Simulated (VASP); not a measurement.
Given:

```
KCl
1.0
    0.00000     3.15432     3.15432
    3.15432     0.00000     3.15432
    3.15432     3.15432     0.00000
K Cl
1 1
Direct
  0.00000   0.00000   0.00000
  0.50000   0.50000   0.50000
```

Computed with optB88-vdW, VASP's PBE PAW potentials (set 64) (plane waves; VASP). Numerical set-up: 520 eV cut-off, 7×7×7 Γ-centred mesh, Gaussian smearing of 0.050 eV, potentials K_sv Cl.

Problem. Estimate the energy per atom (σ→0), band gap (on the k-mesh) with the smallest direct gap where there is one.

Solution. 
```
Property                                     Result
-----------------------------------  --------------
band gap (on the k-mesh)                    5.04 eV
smallest direct gap (on the k-mesh)         5.04 eV
energy per atom (σ→0)                -1.552 eV/atom
```

Total energies compare only between runs with the same potentials, cut-off and functional.

The compound is KCl in the rock salt structure. This cell is one point of a volume scan, at 1.03 of the reference volume.
